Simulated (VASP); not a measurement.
The system is Ag.

```
Ag
1.0
     0.00000    2.04275    2.04275
     2.04275    0.00000    2.04275
     2.04275    2.04275    0.00000
Ag
1
Direct
  0.00000 0.00000 0.00000
```

* Program: VASP 6.6.1
* Task: relaxation of cell and atoms
* Functional: PBE
* Potentials or basis: VASP PAW PBE potentials, release 64 (Ag)
* Cutoff: 600 eV
* k mesh: 18 × 18 × 18
* Occupations: gaussian, width 0.1 eV
* Spin: no spin polarisation

At the start: pressure 4.6 GPa; volume 17.05 Å³/atom.

Task: How do energy, volume and symmetry change on relaxing?

Result: Over 3 steps the energy falls by 10.2 meV/atom and the volume is 17.80 Å³/atom (+4.4 %); space group Fm-3m (No. 225, to 0.05 Å).

The path:
```tsv
step	energy change (eV)	largest force (eV/Å)	pressure (GPa)	volume (Å³)
1	0.0000	0.0000	4.57	17.05
2	-0.0067	0.0000	-2.23	18.28
3	-0.0102	0.0000	0.02	17.80
```

Final structure:
```yaml
crystal:
  lattice:
    - [0.00000, 2.07238, 2.07238]
    - [2.07238, 0.00000, 2.07238]
    - [2.07238, 2.07238, 0.00000]
  atoms:
    - { symbol: Ag, position: [0.00000, 0.00000, 0.00000] }
```
